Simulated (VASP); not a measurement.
Given:

```yaml
crystal:
  lattice:
    - [2.07936, -3.60156, 0.00000]
    - [2.07936, 3.60156, 0.00000]
    - [0.00000, 0.00000, 6.51336]
  atoms:
    - { symbol: Mg, position: [0.00000, 0.00000, 0.00000] }
    - { symbol: Mg, position: [0.33333, 0.66667, 0.62882] }
    - { symbol: Mg, position: [0.66667, 0.33333, 0.37118] }
    - { symbol: Sb, position: [0.33333, 0.66667, 0.21343] }
    - { symbol: Sb, position: [0.66667, 0.33333, 0.78657] }
```

Method: LDA (Ceperley-Alder, Perdew-Zunger), VASP's LDA PAW potentials (set 64) (plane waves; VASP 6.6.1). Run with 500 eV cut-off, 9×9×5 Γ-centred mesh, first-order Methfessel-Paxton smearing of 0.10 eV, potentials Mg Sb.

Unless said otherwise, spin-orbit coupling is left out, though it shifts the bands of the heavy elements here.

Task: Estimate the energy per atom (σ→0), pressure, band gap (on the k-mesh) with the smallest direct gap where there is one.

Result: 
```yaml
band gap (on the k-mesh): none (metal, semimetal or under 0.01 eV)
energy per atom (σ→0): -3.146 eV/atom
pressure: 199.9 kbar
```

The absolute energy has meaning only against runs of the same code, potentials and settings.

The compound is Mg3Sb2 in the a-la2o3 structure. It was relaxed first under an external pressure of 20 GPa.
